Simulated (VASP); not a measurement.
An input for Quantum ESPRESSO's pw.x (written as the equivalent of a VASP run, and not itself run):

```
&CONTROL
  calculation = 'scf'
  pseudo_dir = './pseudo'
  outdir = './out'
  tprnfor = .true.
  tstress = .true.
/
&SYSTEM
  ibrav = 0
  nat = 2
  ntyp = 2
  ecutwfc = 82
  occupations = 'smearing'
  smearing = 'gaussian'
  degauss = 0.003675
  input_dft = 'vdw-df2-b86r'
/
&ELECTRONS
  conv_thr = 7.3e-09
  electron_maxstep = 100
/
ATOMIC_SPECIES
  Ag 107.868 Ag.upf
  Br 79.904 Br.upf
CELL_PARAMETERS angstrom
     0.0000000    2.8200248    2.8200248
     2.8200248    0.0000000    2.8200248
     2.8200248    2.8200248    0.0000000
ATOMIC_POSITIONS crystal
  Ag   0.0000000  0.0000000  1.0000000
  Br   0.5000000  0.5000000  0.5000000
K_POINTS automatic
  8 8 8 0 0 0
```

Problem. Translate this input to VASP (INCAR, KPOINTS, POSCAR, choice of POTCAR).

Solution. This is not unique; one that fits is 
### KPOINTS
```
Automatic
0
G
  8 8 8
0 0 0
```

**INCAR**
```
SYSTEM=AgBr
PREC=Accurate; ENCUT=520; LREAL=F
LASPH=T
EDIFF=1E-7; NELM=100; ALGO=Normal
LMAXMIX=4
ISMEAR=0; SIGMA=0.05
GGA=MK; LUSE_VDW=T; AGGAC=0.0
PARAM1=0.1234568; PARAM2=0.7114; ZAB_VDW=-1.8867
ISIF=2
LWAVE=F; LCHARG=F
```

POSCAR:
```
AgBr
1
    0.0000000000     2.8200248282     2.8200248282
    2.8200248282     0.0000000000     2.8200248282
    2.8200248282     2.8200248282     0.0000000000
Ag Br
1 1
Direct
  0.0000000000   0.0000000000   1.0000000000
  0.5000000000   0.5000000000   0.5000000000
```

POTCAR, in this order: Ag Br (PBE.64 set). Program: vasp_std.

Limits of the translation: the potentials are each code's own (VASP's PAW set, PseudoDojo norm-conserving files in pw.x), so ENCUT and ecutwfc are chosen apart and not converted; conv_thr bounds pw.x's estimated SCF error, while EDIFF bounds the energy change between steps.

The compound is AgBr in the rock salt structure. This cell is one point of a volume scan, at 0.94 of the reference volume.
